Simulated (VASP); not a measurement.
Here is a VASP 6.6.1 calculation.

INCAR

```
PREC = Accurate
ENCUT = 600
EDIFF = 1E-6
ISMEAR = 0
SIGMA = 0.03
LREAL = F
LASPH = T
NELM = 80
ALGO = Normal
ISIF = 3
LWAVE = F
LCHARG = F
GGA = PS
IBRION = 2
NSW = 90
EDIFFG = -0.01
KPAR = 4
```

The input KPOINTS:

```
Automatic mesh
0
Gamma
  10 10 10
```

Contents of POSCAR:

```
Ge
1.0
    0.0000000000      2.8289100000      2.8289100000
    2.8289100000      0.0000000000      2.8289100000
    2.8289100000      2.8289100000      0.0000000000
Ge
2
Direct
    0.0000000000      0.0000000000      0.0000000000
    0.2500000000      0.2500000000      0.2500000000
```

Potentials or basis: VASP PAW PBE potentials, release 64 (Ge_d).

The run is started by

```bash
$ cat potpaw_PBE.64/Ge_d/POTCAR > POTCAR
$ mpirun -np 4 vasp_std > vasp.out
```

Task: Predict the relaxed cell.

Result: a = 4.013 Å, b = 4.013 Å, c = 4.013 Å, α = 60.00°, β = 60.00°, γ = 60.00°.

Task: What does it give for the band gap on the k mesh?

Result: None (metal or under the smearing width).

The path:
```
step  energy change (eV)  largest force (eV/Å)  pressure (GPa)  volume (Å³)
   1              0.0000                0.0000            0.59        45.28
   2             -0.0006                0.0000           -0.10        45.83
   3             -0.0007                0.0000           -0.02        45.70
```

Caveat: the PAW data sets were made with another functional, which shifts forces and pressure a little; this crystal is a semiconductor, whose small gap the functional closes, so the metal is an error of the method. Zero-point motion and thermal expansion aren't in these numbers.
